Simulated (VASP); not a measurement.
Input:

```yaml
crystal:
  lattice:
    - [2.61111, 0.00000, 0.00000]
    - [0.00000, 2.61111, 0.00000]
    - [0.00000, 0.00000, 2.61111]
  atoms:
    - { symbol: Fe, position: [0.00000, 0.00000, 0.00000], spin: 3.5 }
    - { symbol: O, position: [0.50000, 0.50000, 0.50000], spin: 0.4 }
```

Method: PBEsol GGA, VASP's PBE PAW potentials (set 64) (plane waves; VASP 6.6.1). Numerical set-up: 520 eV cut-off, 13×13×13 Γ-centred mesh, first-order Methfessel-Paxton smearing of 0.10 eV, potentials Fe O.

The moments were started parallel, and other spin orders were not tried in this run.

Question: Estimate the cell moment, energy per atom (σ→0), band gap (on the k-mesh) with the smallest direct gap where there is one.

Answer: 
```yaml
band gap (on the k-mesh): none (metal, semimetal or under 0.01 eV)
cell_moment: 4.01 μB
energy per atom (σ→0): -739.7 kJ/mol of atoms
```

Question: Give the moment on each site (PAW-sphere projection).

Answer: 
```json
[
 {"site": "Fe1", "moment (μB)": "3.52"},
 {"site": "O2", "moment (μB)": "0.39"}
]
```

Only differences to runs with the same potentials and settings are physical.

The structure was generated: FeO was put into the CsCl type type (Pm-3m), which need not be its known phase. It was relaxed first. The start is the result of an earlier pass.
